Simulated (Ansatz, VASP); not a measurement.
# Cross-check of MgAl2C2 between VASP and Ansatz, part 2 of 2

Wanted: the spread between two codes on one cell, functional and k mesh.

VASP 6.6.1 and Ansatz 0.2.0.

So far: The structure; VASP: dielectric response, PBEsol.

**3. Ansatz: dielectric response, PBEsol**

Level of this step: Ansatz beside VASP: Kohn-Sham DFT, plane waves, PBEsol (Ansatz).

Ansatz runs on its default PAW (the set named soft_2) files.

The same cell, functional and mesh now go to Ansatz, which takes its cutoff from its data sets.

Input file input.yaml:

```yaml
crystal:
  lattice:
    - [3.3756991423, 0.0, 0.0]
    - [-1.6878495711, 2.9234412128, 0.0]
    - [0.0, 0.0, 5.7693981402]
  atoms:
    - { symbol: Al, position: [0.6666666667, 0.3333333333, 0.650070527] }
    - { symbol: Al, position: [0.3333333333, 0.6666666667, 0.349929473] }
    - { symbol: Mg, position: [0.0, 0.0, 0.0] }
    - { symbol: C, position: [0.6666666667, 0.3333333333, 0.2691581609] }
    - { symbol: C, position: [0.3333333333, 0.6666666667, 0.7308418391] }
hamiltonian:
  xc: pbesol
  pseudopotentials: { kind: paw }
kpoints:
  mp_grid: { grid: [9, 9, 5] }
scf:
  occupations: { method: fixed }
dielectric:
  method: response
```

Command:

```sh
$ ansatz run input.yaml --threads 2 --pin off --max-ram 4608MiB --backend cpu --events-out ev --progress --plain --runs-dir out
```

Numbers of over 12 decimals in the logs are rounded to 6 here.

The log of the run:

```text
Engine: ansatz 0.2.0, x86_64-unknown-linux-gnu
Pseudopotentials: kind: paw
Pseudopotential: Al, paw, valence charge 3, recommended cutoff 420 eV (normal), Al.paw.azcp
Pseudopotential: Mg, paw, valence charge 10, recommended cutoff 420 eV (normal), Mg.paw.azcp
Pseudopotential: C, paw, valence charge 4, recommended cutoff 420 eV (normal), C.paw.azcp
Functional definition: PBEsol
  exchange = pbesol_x
  correlation = pbesol_c
Crystal: 5 atoms, lattice volume = 56.936 Å³
Basis set: ecut = 420 eV, 1135 PW (Γ), exchange–correlation on 48×48×80 points (8 copies of the dense FFT grid, shifted against one another)
Bands: 17, of which v1, the nominal top of the filled ones, is band 12 counted from 1 (11 counted from 0)
Symmetry: 12 space group operations
k-points: 115 of 405 (irreducible under 2 space group operations, time reversal used)
Non-local potential: Al, projectors of the file, l = 0: 2, l = 1: 2, l = 2: 1
Non-local potential: Mg, projectors of the file, l = 0: 3, l = 1: 2, l = 2: 1
Non-local potential: C, projectors of the file, l = 0: 2, l = 1: 2, l = 2: 1
PAW form: soft (Blöchl's): semilocal exchange-correlation on the pseudo side does not see the compensation charge
PAW frozen core: Al, regenerated for the run's functional, and the local potential with it (the file was generated under x = pbe(κ = 0.804, μ = 0.219515), c = pbe(β = 0.066725))
PAW frozen core: Mg, regenerated for the run's functional, and the local potential with it (the file was generated under x = pbe(κ = 0.804, μ = 0.219515), c = pbe(β = 0.066725))
PAW frozen core: C, regenerated for the run's functional, and the local potential with it (the file was generated under x = pbe(κ = 0.804, μ = 0.219515), c = pbe(β = 0.066725))
PAW one-centre angular grid: Al, 110 points (default); XC on 64 Gauss nodes
PAW one-centre angular grid: Mg, 110 points (default); XC on 64 Gauss nodes
PAW one-centre angular grid: C, 110 points (default); XC on 64 Gauss nodes
Initial density: superposition of atomic densities (neutral atoms: chi_scale 0, normalization atom), corrected by the library's trained network
Initial wavefunctions: pseudopotential atomic-orbital guess
Functional: x = pbesol(κ = 0.804, μ = 0.123457), c = pbesol(β = 0.046)
SCF iter   1: F=—  HF=-3454.914681 eV  |F-HF|=—  |Δ(HF+E_count)|=         —  Δρ=7.21e-3  dr2=4.06e-2  ethr=1.77e-3  ⟨swp⟩=4.9  Hψ=9288  notcnv=0  defer=334
preconditioner: auto → none  [insulator: Δε(μ)=1.677 eV  Ē_g=10.217 eV  n_scr=10 (ndim 8)  ℏωp=19.7 eV  f_vac=0.000  ε∞_Penn≈4.7]
SCF iter   2: F=—  HF=-3454.903921 eV  |F-HF|=—  |Δ(HF+E_count)|=   1.08e-2  Δρ=2.77e-3  dr2=4.84e-3  ethr=1.69e-4  ⟨swp⟩=2.0  Hψ=3816  notcnv=0  defer=341
SCF iter   3: F=—  HF=-3454.902545 eV  |F-HF|=—  |Δ(HF+E_count)|=   1.38e-3  Δρ=6.93e-4  dr2=1.75e-4  ethr=2.02e-5  ⟨swp⟩=2.0  Hψ=2923  notcnv=0  defer=341
SCF iter   4: F=—  HF=-3454.902559 eV  |F-HF|=—  |Δ(HF+E_count)|=   1.48e-5  Δρ=2.29e-4  dr2=9.22e-5  ethr=7.31e-7  ⟨swp⟩=3.0  Hψ=3226  notcnv=0  defer=286
SCF iter   5: F=—  HF=-3454.902540 eV  |F-HF|=—  |Δ(HF+E_count)|=   1.94e-5  Δρ=7.67e-5  dr2=1.36e-6  ethr=3.84e-7  ⟨swp⟩=2.0  Hψ=2388  notcnv=0  defer=123
SCF iter   6: F=—  HF=-3454.902541 eV  |F-HF|=—  |Δ(HF+E_count)|=   1.22e-6  Δρ=8.79e-6  dr2=3.34e-8  ethr=5.66e-9  ⟨swp⟩=2.4  Hψ=3265  notcnv=0  defer=118
SCF iter   7: F=—  HF=-3454.902541 eV  |F-HF|=—  |Δ(HF+E_count)|=   4.33e-9  Δρ=1.80e-6  dr2=6.74e-10  ethr=1.39e-10  ⟨swp⟩=2.0  Hψ=2564  notcnv=0  defer=118
SCF iter   8: F=-3454.902541 eV  HF=-3454.902541 eV  |F-HF|=4.09e-12  |Δ(HF+E_count)|=  6.96e-10  Δρ=1.96e-7  dr2=8.68e-12  ethr=1.00e-12  ⟨swp⟩=7.5  Hψ=8391  notcnv=0
SCF 1 converged in 8 iterations: F = -3454.902541 eV  dr2 = 8.68e-12
  greatest PAW one-centre occupation: 1.000 electrons in one spin orbital (limit 2), on the Mg atom at site 2 (counted from 0), in its partial waves of l = 0
NSCF: frozen V_eff on 6 k-points
DFPT response loops at Γ: preconditioner auto → Resta (q_TF=auto, 2.362 Å⁻¹)  ε∞=5.8 (no band partly filled); β = 1.00, the filter's whole step (`scf.mixing.beta` (0.50) is not read by the response loops at its default; to damp them type it under 1.00, their step now; it binds the ground state too); Broyden in place of MSR1
── the response to a field inside a basis, on 10×10×6 k-points: an SCF that follows is theirs, and a resumed run solves both again ──
Bands: 13, of which v1, the nominal top of the filled ones, is band 12 counted from 1 (11 counted from 0)
k-points: 165 of 600 (irreducible under 4 space group operations)
Initial density: handed on by an earlier stage of this run
Initial wavefunctions: pseudopotential atomic-orbital guess (no wavefunctions were taken with the density)
Eigensolver: Dense (165 Hₖ)
SCF iter   1: F=—  HF=-3454.900436 eV  |F-HF|=—  |Δ(HF+E_count)|=         —  Δρ=1.51e-4  dr2=2.49e-6  ethr=1.00e-1
preconditioner: auto → none  [insulator: Δε(μ)=1.807 eV  Ē_g=8.255 eV  n_scr=10 (ndim 8)  ℏωp=19.7 eV  f_vac=0.000  ε∞_Penn≈6.7]
SCF iter   2: F=—  HF=-3454.900438 eV  |F-HF|=—  |Δ(HF+E_count)|=   1.75e-6  Δρ=7.37e-5  dr2=5.80e-7  ethr=1.04e-8
SCF iter   3: F=—  HF=-3454.900438 eV  |F-HF|=—  |Δ(HF+E_count)|=   7.10e-7  Δρ=1.45e-5  dr2=1.76e-7  ethr=2.42e-9
SCF iter   4: F=-3454.900438 eV  HF=-3454.900438 eV  |F-HF|=1.10e-9  |Δ(HF+E_count)|=   4.51e-8  Δρ=2.27e-6  dr2=2.95e-9  ethr=7.35e-10
SCF 1 converged in 4 iterations: F = -3454.900438 eV  dr2 = 2.95e-9
DFPT response loops at Γ: mixed as the last ones told, above
SCF converged after 8 iterations
Free energy (F): -3454.902541 eV
Harris-Foulkes:  -3454.902541 eV  (|F-HF|=4.09e-12)
Internal energy: -3454.902541 eV  (E = F + TS)
E sigma→0 (E₀):  -3454.902541 eV
Fermi energy:    8.613801 eV
--- Per-component energies (eV) ---
  E_band       = -273.135902
  E_kinetic    = 306.023408
  E_local      = -1831.384304  (includes V_loc(G=0)·N_el)
  E_nonlocal   = 169.365533
  E_hartree    = 674.374175
  E_xc         = -206.538621
  E_vxc        = -218.945543  (∫ρ·V_xc dr)
  E_paw        = -1381.182527  (= ΣΔE_a)
  E_vpaw       = -46.943367  (= ΣTr[D̂ρ^β])
  E_aug_tail   = 0.000001  (compensation charges beyond the density's cutoff)
  E_ewald      = -1185.699547
  E_core_change = 0.139341  (= ΣΔE_core)
  E_smearing   = -0.000000  (= −TS)
  E_closure    = -0.000000  (closes the sum)
  Σ components = -3454.902541   (vs F -3454.902541, Δ=0.00e0)
--- Band table (eV; the first three rows and the last of 115) ---
  k-point 0: bands = [... 8 lower, 7.5199, 8.4053, 8.4130, 8.4130, 11.9737, 13.1208, 15.2257, 15.2257, ... 1 higher]
  k-point 1: bands = [... 8 lower, 7.5703, 7.5703, 8.3501, 8.3501, 12.4527, 13.4137, 15.1715, 15.1715, ... 1 higher]
  k-point 2: bands = [... 8 lower, 7.6753, 7.6753, 8.2249, 8.2249, 12.9242, 13.9087, 15.1456, 15.1456, ... 1 higher]
  k-point 114: bands = [... 8 lower, 4.9972, 5.8857, 6.2420, 7.6851, 12.0236, 12.5322, 14.5023, 14.7245, ... 1 higher]
--- Dielectric response (ions clamped): 3 representative field directions + reference, inside a basis on a mesh of 600 k-points (Σ response iterations 15) ---
  ε∞ (high-frequency dielectric tensor):
        7.689947     0.000000    -0.000000
        0.000000     7.689947    -0.000000
       -0.000000    -0.000000     8.939233
  Born effective charges Z* (e; rows j = field, columns β = displacement):
    site 0:
         2.26594    0.00000   -0.00000
         0.00000    2.26594   -0.00000
        -0.00000   -0.00000    1.99828
    site 1:
         2.26594    0.00000   -0.00000
         0.00000    2.26594   -0.00000
        -0.00000   -0.00000    1.99828
    site 2:
         2.01796    0.00000   -0.00000
         0.00000    2.01796   -0.00000
        -0.00000   -0.00000    2.78298
    site 3:
        -3.27492   -0.00000    0.00000
        -0.00000   -3.27492    0.00000
         0.00000    0.00000   -3.38977
    site 4:
        -3.27492   -0.00000    0.00000
        -0.00000   -3.27492    0.00000
         0.00000    0.00000   -3.38977
  Z* charge neutrality: 3.527e-3 e pre-enforcement
  solved inside a basis spanned on kpoints, on 10×10×6 k-points, its susceptibility summed on 16×16×8: ε∞ is read to err by 3.2e-2, Z* by 1.6e-2 e (field_mesh: kpoints solves on kpoints); Z* is corrected for what the basis lacks
```

It took 38 s on 2 threads of Intel Xeon 6975P-C (Granite Rapids), shared host; peak memory 0.97 GiB.

**4. Side by side**

Known differences besides the potentials themselves: VASP's response is taken on the typed mesh, Ansatz refines its own for the field response alone; the data sets hold 24 valence electrons in Ansatz (default PAW (the set named soft_2) files) and 16 in VASP; the cutoff is 420 eV in Ansatz and 480 eV in VASP; Ansatz makes its cores anew for this functional, VASP keeps those of its PBE data sets; VASP leaves aspherical gradient terms in its spheres out (LASPH is not set), Ansatz keeps them. Total energies have different zeros and are not compared.

The two programs side by side:

```tsv
quantity	Ansatz	VASP	difference
ε∞ xx	7.69	7.69	+0.02 %
ε∞ yy	7.69	7.69	+0.02 %
ε∞ zz	8.94	8.89	+0.56 %
Born charge of Al1 (mean of the diagonal) (e)	2.18	2.16	+0.01
Born charge of Mg3 (mean of the diagonal) (e)	2.27	2.27	0.00
Born charge of C4 (mean of the diagonal) (e)	-3.31	-3.30	-0.01
```

**5. Results**

```yaml
difference_in_eps_infinity_zz_dielectric_response_pbesol: 0.56 %
```

The difference in ε∞ zz is 0.56 % (dielectric response, PBEsol), within the 5 % picked in this series as the mark of a large difference. How closely two codes agree says nothing of how well the functional describes the real material.

[Lines on the potential files, build, host, timing and source positions are cut from VASP's logs without a mark.]

[Logs are printed without paths, hosts, clocks, repeated set-up lines and the standing remarks that a program may print on its own settings, such as how far it seeks lower states.]

[Hosts, paths, dates, database ids (printed as entryN), source tags and the programs' standing remarks are cut or masked in the printed files.]
